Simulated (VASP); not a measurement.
All values below come from PBEsol GGA, VASP's PBE PAW potentials (set 64) (plane waves; VASP).

A VASP calculation is set up with these files.

### POSCAR
```
SrIn3Au
12.502520
 -0.1839713114   0.1839713114   0.5000000000
  0.1839713114  -0.1839713114   0.5000000000
  0.1839713114   0.1839713114  -0.5000000000
Sr In Au
1 3 1
Direct
  0.9979200000   0.9979200000   0.0000000000
  0.2310200000   0.7310200000   0.5000000000
  0.7310200000   0.2310200000   0.5000000000
  0.3829900000   0.3829900000   0.0000000000
  0.5988300000   0.5988300000   0.0000000000
```

### INCAR
```
! general
SYSTEM  = SrIn3Au
PREC    = Accurate
ENCUT   = 300
LREAL   = .False.
LASPH   = .True.

! electronic loop
EDIFF   = 1E-6
NELM    = 100
ALGO    = Normal   ! blocked Davidson
LMAXMIX = 6   ! l cut-off of mixed one-centre charges

! smearing
ISMEAR  = 0
SIGMA   = 0.1

! functional
GGA     = PS

! ions
ISIF    = 2   ! forces and stress, cell fixed

! output
LWAVE   = .False.
LCHARG  = .False.
```

KPOINTS:
```
Automatic
0
gamma
 6 6 6
```

POTCAR, in this order: Sr_sv In_d Au (PBE.64 set). Program: vasp_std.

The resulting files:

**OSZICAR**
```
       N       E                     dE             d eps       ncg     rms          rms(c)
DAV:   1     0.509367071453E+03    0.50937E+03   -0.20931E+04  2160   0.145E+03
DAV:   2     0.367430658447E+02   -0.47262E+03   -0.45932E+03  2232   0.407E+02
DAV:   3    -0.157312705231E+02   -0.52474E+02   -0.51187E+02  2536   0.161E+02
DAV:   4    -0.178734184269E+02   -0.21421E+01   -0.21332E+01  3376   0.310E+01
DAV:   5    -0.179597110505E+02   -0.86293E-01   -0.86226E-01  3500   0.445E+00    0.182E+01
DAV:   6    -0.171598326806E+02    0.79988E+00   -0.50693E+00  2400   0.147E+01    0.962E+00
DAV:   7    -0.170857839261E+02    0.74049E-01   -0.60143E-01  2656   0.769E+00    0.367E+00
DAV:   8    -0.170728462410E+02    0.12938E-01   -0.67249E-02  3160   0.291E+00    0.787E-01
DAV:   9    -0.170701102532E+02    0.27360E-02   -0.18535E-02  2952   0.109E+00    0.447E-01
DAV:  10    -0.170702051150E+02   -0.94862E-04   -0.36824E-03  3272   0.537E-01    0.111E-01
DAV:  11    -0.170701758301E+02    0.29285E-04   -0.42404E-04  3088   0.250E-01    0.554E-02
DAV:  12    -0.170701819894E+02   -0.61593E-05   -0.98462E-05  2960   0.852E-02    0.193E-02
DAV:  13    -0.170701826532E+02   -0.66378E-06   -0.14201E-05  2824   0.388E-02    0.124E-02
DAV:  14    -0.170701825564E+02    0.96830E-07   -0.85602E-07  1428   0.162E-02
   1 F= -.17070183E+02 E0= -.17062508E+02  d E =-.153493E-01
```

### OUTCAR
```
------------------------ aborting loop because EDIFF is reached ----------------------------------------
  FORCE on cell =-STRESS in cart. coord.  units (eV):
  Direction    XX          YY          ZZ          XY          YZ          ZX
  --------------------------------------------------------------------------------------
  Total       -1.6055356     -1.6055356     -1.4215094      0.0000000      0.0000000      0.0000000
  in kB      -19.4449860    -19.4449860    -17.2162055      0.0000000      0.0000000      0.0000000
  external PRESSURE =     -18.7020591 kB  Pullay stress =       0.0000000 kB
  volume of cell :      132.29
      direct lattice vectors                 reciprocal lattice vectors
    -2.300105000  2.300105000  6.251260000     0.000000000  0.217381380  0.079983875
     2.300105000 -2.300105000  6.251260000     0.217381380  0.000000000  0.079983875
     2.300105000  2.300105000 -6.251260000     0.217381380  0.217381380  0.000000000
 POSITION                                       TOTAL-FORCE (eV/Angst)
 -----------------------------------------------------------------------------------
      0.00000      0.00000     12.47651         0.000000      0.000000      0.026498
      2.30011     -0.00000      2.88833        -0.000000      0.000000     -0.075683
     -0.00000      2.30011      2.88833         0.000000     -0.000000     -0.075683
      0.00000      0.00000      4.78834        -0.000000     -0.000000      0.091712
      0.00000      0.00000      7.48688         0.000000      0.000000      0.033155
 -----------------------------------------------------------------------------------
    total drift:                               -0.000000     -0.000000      0.000691
  FREE ENERGIE OF THE ION-ELECTRON SYSTEM (eV)
  ---------------------------------------------------
  free  energy   TOTEN  =       -17.0701825564 eV

  energy  without entropy=      -17.0548332336  energy(sigma->0) =      -17.06250790
```
(Selected blocks of OUTCAR.)

At this cut-off the stress carries a Pulay error, which pulls relaxed volumes low.

The structure comes from a computed database's SrIn3Au entry (I4mm); how it stands against other phases isn't given here. The cell was not relaxed at this level. The k-mesh is coarse (spacing up to 0.32 per Å, 2π included), so the numbers may not be converged in it.
